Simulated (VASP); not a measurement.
# NiGe: accuracy against cost in the number of MPI ranks and SCF threshold, part 2 of 3

A convergence test on NiGe: the number of MPI ranks and SCF threshold. The series runs use PBEsol. The start is a cell from a database of measured crystal structures.

VASP 6.6.1; PBEsol, spin-polarised from a ferromagnetic start; plane waves and PAW (Ni, Ge_d).

Still holding for the runs below: The k-mesh is coarse for a metal.

So far. Step 4 (Number of MPI ranks: 4 ranks): Against the first of the series the energy stays within 0.01 meV an atom and the pressure within 0.01 GPa, after 15 cycles in 37 s.

### Step 5. Number of MPI ranks: 8 ranks

Contents of INCAR:

```
SYSTEM = NiGe
PREC = Accurate
ENCUT = 410
EDIFF = 1E-06
NELM = 100
ISMEAR = -1
SIGMA = 0.05
LREAL = .FALSE.
ALGO = Normal
GGA = PS
NBANDS = 66
ISPIN = 2
MAGMOM = 1 1 1 1 0 0 0 0
LASPH = .TRUE.
LMAXMIX = 4
LORBIT = 11
LWAVE = .FALSE.
LCHARG = .FALSE.
KPAR = 8
ISIF = 2
```

Contents of POSCAR:

```
NiGe
1.0
    5.3810000000      0.0000000000      0.0000000000
    0.0000000000      3.4280000000      0.0000000000
    0.0000000000      0.0000000000      5.8110000000
Ni Ge
4 4
Direct
    0.9950000000      0.7500000000      0.1900000000
    0.0050000000      0.2500000000      0.8100000000
    0.5050000000      0.2500000000      0.6900000000
    0.4950000000      0.7500000000      0.3100000000
    0.8120000000      0.7500000000      0.5830000000
    0.1880000000      0.2500000000      0.4170000000
    0.6880000000      0.2500000000      0.0830000000
    0.3120000000      0.7500000000      0.9170000000
```

Contents of KPOINTS:

```
Automatic mesh
0
Gamma
4 7 4
0 0 0
```

The projector-augmented-wave data sets are Ni and Ge_d (PBE family, release 64).

Launch:

```sh
$ mpirun -np 8 vasp_std
```

Output:

```text
[banner, memory and clock lines left out]
running    8 mpi-ranks, on    1 nodes
[...]
|                                                                             |
|           W    W    AA    RRRRR   N    N  II  N    N   GGGG   !!!           |
|           W    W   A  A   R    R  NN   N  II  NN   N  G    G  !!!           |
|           W    W  A    A  R    R  N N  N  II  N N  N  G       !!!           |
|           W WW W  AAAAAA  RRRRR   N  N N  II  N  N N  G  GGG   !            |
|           WW  WW  A    A  R   R   N   NN  II  N   NN  G    G                |
|           W    W  A    A  R    R  N    N  II  N    N   GGGG   !!!           |
|                                                                             |
|     For optimal performance we recommend to set                             |
|       NCORE = 2 up to number-of-cores-per-socket                            |
|     NCORE specifies how many cores store one orbital (NPAR=cpu/NCORE).      |
|     This setting can greatly improve the performance of VASP for DFT.       |
[...]
|     yet).                                                                   |
|                                                                             |

 [... a notice as in an earlier step ...]

 LDA part: xc-table for (Slater+PW92), standard interpolation
 POSCAR, INCAR and KPOINTS ok, starting setup
[...]
entering main loop
       N       E                     dE             d eps       ncg     rms          rms(c)
[... 5 cycles as in an earlier step ...]
DAV:   6    -0.617488924504E+02   -0.90654E+01   -0.68394E+01 12830   0.897E+01    0.349E+01
DAV:   7    -0.473519631978E+02    0.14397E+02   -0.27606E+01 10682   0.604E+01    0.391E+00
[... 2 cycles as in an earlier step ...]
DAV:  10    -0.472869257403E+02    0.14204E-02   -0.48437E-02 10538   0.214E+00    0.430E-01
DAV:  11    -0.472867349255E+02    0.19081E-03   -0.53386E-03 11764   0.478E-01    0.223E-01
DAV:  12    -0.472867809790E+02   -0.46053E-04   -0.73189E-04 13362   0.235E-01    0.150E-01
DAV:  13    -0.472867211547E+02    0.59824E-04   -0.28181E-04 10606   0.166E-01    0.430E-02
DAV:  14    -0.472867191410E+02    0.20137E-05   -0.37513E-05 12694   0.517E-02    0.131E-02
DAV:  15    -0.472867188934E+02    0.24765E-06   -0.59012E-06  9206   0.152E-02
   1 F= -.47286719E+02 E0= -.47278686E+02  d E =-.160655E-01  mag=     0.0001
```

Elapsed: 29 s, on 8 MPI ranks of Intel Xeon 6975P-C (Granite Rapids), shared host; peak memory 3.2 GiB.

Parts of OUTCAR (step 5):

```text
  Total       -2.0683987     -3.0521803     -2.1854975      0.0000000      0.0000000      0.0000000
  in kB      -30.9164885    -45.6211355    -32.6667718      0.0000000      0.0000000      0.0000000
  external PRESSURE =     -36.4014653 kB  Pullay stress =       0.0000000 kB

 POSITION                                       TOTAL-FORCE (eV/Angst)
 -----------------------------------------------------------------------------------
      5.35409      2.57100      1.10409        -0.049610      0.000000     -0.020811
      0.02691      0.85700      4.70691         0.049610      0.000000      0.020811
      2.71741      0.85700      4.00959         0.049610      0.000000     -0.020811
      2.66359      2.57100      1.80141        -0.049610      0.000000      0.020811
      4.36937      2.57100      3.38781        -0.108711      0.000000      0.137170
      1.01163      0.85700      2.42319         0.108711     -0.000000     -0.137170
      3.70213      0.85700      0.48231         0.108711     -0.000000      0.137170
      1.67887      2.57100      5.32869        -0.108711      0.000000     -0.137170
 -----------------------------------------------------------------------------------
    total drift:                                0.000000     -0.000000     -0.000000

  FREE ENERGIE OF THE ION-ELECTRON SYSTEM (eV)
  ---------------------------------------------------
  free  energy   TOTEN  =       -47.2867188934 eV

  energy  without entropy=      -47.2706533540  energy(sigma->0) =      -47.27868612

[... 3 parts as in an earlier step ...]

[... 1 further part left out ...]
[key lines of the parts left out:]
E-fermi :   8.7195
```

Against the first of the series the energy stays within 0.01 meV an atom and the pressure within 0.01 GPa, after 15 cycles in 29 s.

### Step 6. The number of MPI ranks series as a table

This step: convergence of PBEsol results with the layout; plane waves and PAW (VASP 6.6.1).

No new run; the numbers come from the runs before.

Differences are taken from the run with 1 ranks. Results of the series, by row:

```csv
setting,status,energy less the reference (meV/atom),pressure (GPa),largest force difference (meV/Å),moment (μB),SCF cycles,wall time (s)
1 ranks,converged,0,-3.64,0,1.00e-4,15,132
2 ranks,converged,0,-3.64,0,1.00e-4,15,69
4 ranks,converged,0,-3.64,0,1.00e-4,15,37
8 ranks,converged,0,-3.64,0,1.00e-4,15,29
```

### Step 7. SCF threshold: EDIFF = 0.01

This step: PBEsol, spin-polarised from a ferromagnetic start; plane waves and PAW (Ni, Ge_d) (VASP 6.6.1).

EDIFF stops the electronic loop; forces need it tighter than energies do.

INCAR, as its differences from that of step 5:

```diff
@@ -3,3 +3,3 @@
 ENCUT = 410
-EDIFF = 1E-06
+EDIFF = 0.01
 NELM = 100
```

POSCAR is that of step 5.

KPOINTS is that of step 5.

Launch:

```sh
$ mpirun -np 8 vasp_std
```

Output:

```text
[banner, memory and clock lines left out]
running    8 mpi-ranks, on    1 nodes
 distrk:  each k-point on    1 cores,    8 groups
 distr:  one band on    1 cores,    1 groups

 POSCAR found type information on POSCAR NiGe
 POSCAR found :  2 types and       8 ions
 [... a notice as in an earlier step ...]

 [... a notice as in an earlier step ...]

 LDA part: xc-table for (Slater+PW92), standard interpolation
 POSCAR, INCAR and KPOINTS ok, starting setup
 FFT: planning ... GRIDC
 FFT: planning ... GRID_SOFT
 FFT: planning ... GRID
 WAVECAR not read
 entering main loop
       N       E                     dE             d eps       ncg     rms          rms(c)
[... 5 cycles as in an earlier step ...]
DAV:   6    -0.617487647536E+02   -0.90653E+01   -0.68393E+01 12630   0.897E+01    0.349E+01
DAV:   7    -0.473519582262E+02    0.14397E+02   -0.27606E+01 10682   0.604E+01    0.391E+00
DAV:   8    -0.473712253786E+02   -0.19267E-01   -0.29231E+00 11720   0.123E+01    0.337E+00
DAV:   9    -0.472881758161E+02    0.83050E-01   -0.61667E-01  9304   0.674E+00    0.818E-01
DAV:  10    -0.472868341666E+02    0.13416E-02   -0.50243E-02  8808   0.224E+00
   1 F= -.47286834E+02 E0= -.47278782E+02  d E =-.161035E-01  mag=     0.0136
```

Run time: 19 s. Hardware: 8 MPI ranks; peak memory 3.1 GiB; 2.1 min of CPU time.

Parts of OUTCAR (step 7):

```text
   NELECT =      96.0000    total number of electrons

 E-fermi :   8.7259

 spin component 1
 k-point     1 :       0.0000    0.0000    0.0000
  band No.  band energies     occupation
    ...
     44       7.0530      1.00000
     45       7.0893      1.00000
     46       7.6935      1.00000
     47       7.8932      1.00000
     48       8.0417      1.00000
     49       9.3932      0.00000
     50       9.5153      0.00000
     51      12.7894      0.00000
     52      12.9538      0.00000
     53      13.2183      0.00000
    ...

 k-point     2 :       0.2500    0.0000    0.0000
  band No.  band energies     occupation
    ...
     43       7.0503      1.00000
     44       7.0726      1.00000
     45       7.1172      1.00000
     46       7.4312      1.00000
     47       8.1292      0.99999
     48       8.8322      0.10646
     49      10.1361      0.00000
     50      10.9120      0.00000
     51      12.0744      0.00000
     52      12.1479      0.00000
    ...

  Total       -2.7878926     -3.5711352     -2.8026723     -0.0000000      0.0000000      0.0000000
  in kB      -41.6708100    -53.3779880    -41.8917224     -0.0000000      0.0000000      0.0000000
  external PRESSURE =     -45.6468401 kB  Pullay stress =       0.0000000 kB

 POSITION                                       TOTAL-FORCE (eV/Angst)
 -----------------------------------------------------------------------------------
      5.35409      2.57100      1.10409        -0.043191     -0.000000     -0.013617
      0.02691      0.85700      4.70691         0.043191      0.000000      0.013617
      2.71741      0.85700      4.00959         0.043191      0.000000     -0.013617
      2.66359      2.57100      1.80141        -0.043191     -0.000000      0.013617
      4.36937      2.57100      3.38781        -0.130404     -0.000000      0.132588
      1.01163      0.85700      2.42319         0.130404     -0.000000     -0.132588
      3.70213      0.85700      0.48231         0.130404     -0.000000      0.132588
      1.67887      2.57100      5.32869        -0.130404      0.000000     -0.132588
 -----------------------------------------------------------------------------------
    total drift:                                0.000000     -0.000000     -0.000000

  FREE ENERGIE OF THE ION-ELECTRON SYSTEM (eV)
  ---------------------------------------------------
  free  energy   TOTEN  =       -47.2868341666 eV

  energy  without entropy=      -47.2707306753  energy(sigma->0) =      -47.27878242

 magnetization (x)
# of ion       s       p       d       tot
------------------------------------------
    1       -0.000  -0.000   0.004   0.003
    2       -0.000  -0.000   0.004   0.003
    3       -0.000  -0.000   0.004   0.003
    4       -0.000  -0.000   0.004   0.003
    5        0.000  -0.001  -0.000  -0.001
    6        0.000  -0.001  -0.000  -0.001
    7        0.000  -0.001  -0.000  -0.001
    8        0.000  -0.001  -0.000  -0.001
--------------------------------------------------
tot         -0.000  -0.004   0.014   0.010

[... 9 parts as in an earlier step ...]

[... 13 further parts left out ...]
```

This step gave:

```yaml
electronic_steps: 10
fermi_energy: 8.726 eV
pressure: -4.565 GPa
moment_of_the_cell_from_the_last_line_of_the_log: 0.0136 μB
```

The series starts at -5.9098 eV an atom and -4.56 GPa, after 10 cycles in 19 s.

### Step 8. SCF threshold: EDIFF = 0.001

INCAR, as its differences from that of step 7:

```diff
@@ -3,3 +3,3 @@
 ENCUT = 410
-EDIFF = 0.01
+EDIFF = 0.001
 NELM = 100
```

POSCAR is that of step 7.

KPOINTS is that of step 7.

Launch:

```sh
$ mpirun -np 8 vasp_std
```

Output:

```text
[... set-up lines as in an earlier step ...]
 entering main loop
       N       E                     dE             d eps       ncg     rms          rms(c)
[... 10 cycles as in an earlier step ...]
DAV:  11    -0.472867258723E+02    0.19987E-03   -0.52481E-03  9292   0.478E-01
   1 F= -.47286726E+02 E0= -.47278684E+02  d E =-.160835E-01  mag=    -0.0073
```

It took 21 s on 8 MPI ranks; peak memory 3.1 GiB; 2.3 min of CPU time.

From OUTCAR (step 8):

```text
  Total       -1.9185539     -2.8531595     -1.9904794      0.0000000      0.0000000      0.0000000
  in kB      -28.6767491    -42.6463588    -29.7518240      0.0000000      0.0000000      0.0000000
  external PRESSURE =     -33.6916440 kB  Pullay stress =       0.0000000 kB

 POSITION                                       TOTAL-FORCE (eV/Angst)
 -----------------------------------------------------------------------------------
      5.35409      2.57100      1.10409        -0.047741     -0.000000     -0.019675
      0.02691      0.85700      4.70691         0.047741     -0.000000      0.019675
      2.71741      0.85700      4.00959         0.047741      0.000000     -0.019675
      2.66359      2.57100      1.80141        -0.047741     -0.000000      0.019675
      4.36937      2.57100      3.38781        -0.110878     -0.000000      0.136007
      1.01163      0.85700      2.42319         0.110878      0.000000     -0.136007
      3.70213      0.85700      0.48231         0.110878     -0.000000      0.136007
      1.67887      2.57100      5.32869        -0.110878      0.000000     -0.136007
 -----------------------------------------------------------------------------------
    total drift:                                0.000000     -0.000000     -0.000000

  FREE ENERGIE OF THE ION-ELECTRON SYSTEM (eV)
  ---------------------------------------------------
  free  energy   TOTEN  =       -47.2867258723 eV

  energy  without entropy=      -47.2706423911  energy(sigma->0) =      -47.27868413

 magnetization (x)
# of ion       s       p       d       tot
------------------------------------------
    1       -0.000  -0.000   0.002   0.002
    2       -0.000  -0.000   0.002   0.002
    3       -0.000  -0.000   0.002   0.002
    4       -0.000  -0.000   0.002   0.002
    5        0.000  -0.000  -0.000  -0.001
    6        0.000  -0.000  -0.000  -0.001
    7        0.000  -0.000  -0.000  -0.001
    8        0.000  -0.000  -0.000  -0.001
--------------------------------------------------
tot          0.000  -0.002   0.009   0.007

[... 2 parts as in an earlier step ...]

[... 1 further part left out ...]
[key lines of the parts left out:]
E-fermi :   8.7210
```

Against the run before the energy moves by +0.01 meV an atom and the pressure by +1.20 GPa, after 11 cycles in 21 s.

### Step 9. SCF threshold: EDIFF = 1E-04

INCAR, as its differences from that of step 8:

```diff
@@ -3,3 +3,3 @@
 ENCUT = 410
-EDIFF = 0.001
+EDIFF = 1E-04
 NELM = 100
```

POSCAR is that of step 8.

KPOINTS is that of step 8.

Launch:

```sh
$ mpirun -np 8 vasp_std
```

Output:

```text
[... set-up lines as in an earlier step ...]
 entering main loop
       N       E                     dE             d eps       ncg     rms          rms(c)
[... 10 cycles as in an earlier step ...]
DAV:  11    -0.472867334494E+02    0.19229E-03   -0.53238E-03 10572   0.478E-01    0.223E-01
DAV:  12    -0.472867785968E+02   -0.45147E-04   -0.72646E-04  9800   0.240E-01
   1 F= -.47286779E+02 E0= -.47278781E+02  d E =-.159961E-01  mag=     0.0022
```

Wall time 23 s (8 MPI ranks); peak memory 3.1 GiB.

OUTCAR, selected parts (step 9):

```text
  Total       -0.3168711     -1.2660416     -0.4207198     -0.0000000      0.0000000      0.0000000
  in kB       -4.7362929    -18.9236048     -6.2885260     -0.0000000      0.0000000      0.0000000
  external PRESSURE =      -9.9828079 kB  Pullay stress =       0.0000000 kB

 POSITION                                       TOTAL-FORCE (eV/Angst)
 -----------------------------------------------------------------------------------
      5.35409      2.57100      1.10409        -0.049587     -0.000000     -0.021854
      0.02691      0.85700      4.70691         0.049587     -0.000000      0.021854
      2.71741      0.85700      4.00959         0.049587     -0.000000     -0.021854
      2.66359      2.57100      1.80141        -0.049587     -0.000000      0.021854
      4.36937      2.57100      3.38781        -0.111643     -0.000000      0.136968
      1.01163      0.85700      2.42319         0.111643      0.000000     -0.136968
      3.70213      0.85700      0.48231         0.111643      0.000000      0.136968
      1.67887      2.57100      5.32869        -0.111643      0.000000     -0.136968
 -----------------------------------------------------------------------------------
    total drift:                                0.000000     -0.000000     -0.000000

  FREE ENERGIE OF THE ION-ELECTRON SYSTEM (eV)
  ---------------------------------------------------
  free  energy   TOTEN  =       -47.2867785968 eV

  energy  without entropy=      -47.2707824495  energy(sigma->0) =      -47.27878052

 magnetization (x)
# of ion       s       p       d       tot
------------------------------------------
    1        0.000   0.000  -0.001  -0.001
    2        0.000   0.000  -0.001  -0.001
    3        0.000   0.000  -0.001  -0.001
    4        0.000   0.000  -0.001  -0.001
    5       -0.000   0.000   0.000   0.000
    6       -0.000   0.000   0.000   0.000
    7       -0.000   0.000   0.000   0.000
    8       -0.000   0.000   0.000   0.000
--------------------------------------------------
tot         -0.000   0.001  -0.003  -0.002

[... 2 parts as in an earlier step ...]

[... 1 further part left out ...]
[key lines of the parts left out:]
E-fermi :   8.7131
```

Against the run before the energy moves by -0.01 meV an atom and the pressure by +2.37 GPa, after 12 cycles in 23 s.

### Step 10. SCF threshold: EDIFF = 1E-05

INCAR, as its differences from that of step 9:

```diff
@@ -3,3 +3,3 @@
 ENCUT = 410
-EDIFF = 1E-04
+EDIFF = 1E-05
 NELM = 100
```

POSCAR is that of step 9.

KPOINTS is that of step 9.

Launch:

```sh
$ mpirun -np 8 vasp_std
```

Output:

```text
[... set-up lines as in an earlier step ...]
 entering main loop
       N       E                     dE             d eps       ncg     rms          rms(c)
[... 11 cycles as in an earlier step ...]
DAV:  12    -0.472867809544E+02   -0.46029E-04   -0.73164E-04 13050   0.235E-01    0.150E-01
DAV:  13    -0.472867210809E+02    0.59873E-04   -0.28141E-04  9614   0.166E-01    0.429E-02
DAV:  14    -0.472867188734E+02    0.22075E-05   -0.35833E-05  8600   0.521E-02
   1 F= -.47286719E+02 E0= -.47278687E+02  d E =-.160631E-01  mag=     0.0003
```

Wall time 27 s (8 MPI ranks); peak memory 3.1 GiB.

From OUTCAR (step 10):

```text
  Total       -2.1937110     -3.1791933     -2.3138241      0.0000000      0.0000000      0.0000000
  in kB      -32.7895391    -47.5196068    -34.5848779      0.0000000      0.0000000      0.0000000
  external PRESSURE =     -38.2980079 kB  Pullay stress =       0.0000000 kB

 POSITION                                       TOTAL-FORCE (eV/Angst)
 -----------------------------------------------------------------------------------
      5.35409      2.57100      1.10409        -0.049700     -0.000000     -0.020873
      0.02691      0.85700      4.70691         0.049700     -0.000000      0.020873
      2.71741      0.85700      4.00959         0.049700     -0.000000     -0.020873
      2.66359      2.57100      1.80141        -0.049700     -0.000000      0.020873
      4.36937      2.57100      3.38781        -0.108496      0.000000      0.137212
      1.01163      0.85700      2.42319         0.108496     -0.000000     -0.137212
      3.70213      0.85700      0.48231         0.108496     -0.000000      0.137212
      1.67887      2.57100      5.32869        -0.108496     -0.000000     -0.137212
 -----------------------------------------------------------------------------------
    total drift:                                0.000000     -0.000000     -0.000000

  FREE ENERGIE OF THE ION-ELECTRON SYSTEM (eV)
  ---------------------------------------------------
  free  energy   TOTEN  =       -47.2867188734 eV

  energy  without entropy=      -47.2706557732  energy(sigma->0) =      -47.27868732

 magnetization (x)
# of ion       s       p       d       tot
------------------------------------------
    1       -0.000   0.000  -0.000  -0.000
    2       -0.000   0.000  -0.000  -0.000
    3       -0.000   0.000  -0.000  -0.000
    4       -0.000   0.000  -0.000  -0.000
    5       -0.000   0.000   0.000   0.000
    6       -0.000   0.000   0.000   0.000
    7       -0.000   0.000   0.000   0.000
    8       -0.000   0.000   0.000   0.000
--------------------------------------------------
tot         -0.000   0.000  -0.000   0.000

[... 2 parts as in an earlier step ...]

[... 1 further part left out ...]
[key lines of the parts left out:]
E-fermi :   8.7195
```

Against the run before the energy moves by +0.01 meV an atom and the pressure by -2.83 GPa, after 14 cycles in 27 s.

(Part 2 of 3 ends here.)

[Lines on the potential files, build, host, timing and source positions are cut from VASP's logs without a mark.]

[Logs are printed without paths, hosts, clocks, repeated set-up lines and the standing remarks that a program may print on its own settings, such as how far it seeks lower states.]

[Hosts, paths, dates, database ids (printed as entryN), source tags and the programs' standing remarks are cut or masked in the printed files.]

[A measured line is paired with the nearest computed mode of its activity, which favours agreement.]
